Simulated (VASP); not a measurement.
Given:

```xyz
7
Lattice="3.9835 0.0000 0.0000 0.0000 3.9835 0.0000 0.0000 0.0000 3.9835" Properties=species:S:1:pos:R:3 pbc="T T T"
Ca     0.0000     0.0000     0.0000
B      3.1881     1.9918     1.9918
B      1.9918     0.7954     1.9918
B      1.9918     3.1881     1.9918
B      0.7954     1.9918     1.9918
B      1.9918     1.9918     3.1881
B      1.9918     1.9918     0.7954
```

These are PBEsol GGA, VASP's PBE PAW potentials (set 64) (plane waves; VASP 6.6.1) values and carry that method's errors. Numerical set-up: 620 eV cut-off, 6×6×6 Γ-centred mesh, Gaussian smearing of 0.050 eV, potentials Ca_sv B.

Energy and stress use the plane-wave basis of the starting cell.

Problem. The ions, cell shape and volume at an external pressure of 30.0 GPa are relaxed. Predict the relaxed structure.

Solution. 
```xyz
7
Lattice="3.9271 0.0000 0.0000 0.0000 3.9271 0.0000 0.0000 0.0000 3.9271" Properties=species:S:1:pos:R:3 pbc="T T T"
Ca     0.0000     0.0000     3.9271
B      3.1458     1.9635     1.9635
B      1.9635     0.7812     1.9635
B      1.9635     3.1458     1.9635
B      0.7812     1.9635     1.9635
B      1.9635     1.9635     3.1458
B      1.9635     1.9635     0.7812
```
Space group Pm-3m (221), at a tolerance of 0.03 Å.

Problem. How do energy and volume change from the first to the last step?

Solution. The energy (σ→0) changes by +58.6 meV/atom and the volume by -4.2 %, in 5 ionic steps.

The compound is CaB6 in the cab6 structure. This run relaxes it under an external pressure of 30 GPa. Symmetry was kept, so distortions that lower it aren't found.
